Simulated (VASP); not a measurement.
Consider the following.

```yaml
crystal:
  lattice:
    - [0.00000, 1.75477, 1.75477]
    - [1.75477, 0.00000, 1.75477]
    - [1.75477, 1.75477, 0.00000]
  atoms:
    - { symbol: Cu, position: [0.00000, 0.00000, 0.00000] }
```

All values below come from r2SCAN meta-GGA, VASP's PBE PAW potentials (set 64) (plane waves; VASP 6.6.1). Numerical set-up: 520 eV cut-off, 17×17×17 Γ-centred mesh, first-order Methfessel-Paxton smearing of 0.10 eV, potentials Cu.

Question: Give the stress tensor in GPa (positive for a compressed cell).

Answer: 
```
11.28   0.00   0.00
 0.00  11.28   0.00
 0.00   0.00  11.28
```
The pressure is its mean diagonal, 11.28 GPa.

The compound is Cu in the fcc structure. This cell is one point of a volume scan, at 0.94 of the reference volume.
